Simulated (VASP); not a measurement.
Runs of VASP 6.6.1 on ZnRe2. The structure is cubic, space group Fm-3m (No. 225). Conventional cell: a = 5.791 Å, b = 5.791 Å, c = 5.791 Å, α = 90.00°, β = 90.00°, γ = 90.00°. Around Zn (site symmetry m-3m) lie 8 Re at 2.51 Å. Re (site symmetry -43m) has 4 Zn at 2.51 Å as nearest neighbours. The cell was built by a generator and needn't be a form met in nature.

```csv
level,potentials or basis,pressure (GPa)
r2SCAN,"VASP PAW PBE potentials, release 64 (Zn, Re)",-4.6
LDA,"VASP PAW LDA potentials, release 64 (Zn, Re)",-11.2
revPBE,"VASP PAW PBE potentials, release 64 (Zn, Re)",(b)
PW91,"VASP PAW PBE potentials, release 64 (Zn, Re)",1.7
TPSS,"VASP PAW PBE potentials, release 64 (Zn, Re)",(a)
PBEsol,"VASP PAW PBE potentials, release 64 (Zn, Re)",-7.2
BLYP,"VASP PAW PBE potentials, release 64 (Zn, Re)",10.8
```

Alike in all rows: task band structure; no spin polarisation; cell as given; k mesh 8 × 8 × 8; cutoff (eV) 520; smearing fermi-dirac 0.05 eV.

Problem. Estimate the missing entries.

Solution. (a) -5.0; (b) 2.8.

Caveats: the PAW data sets were made with another functional, which shifts forces and pressure a little (some runs).
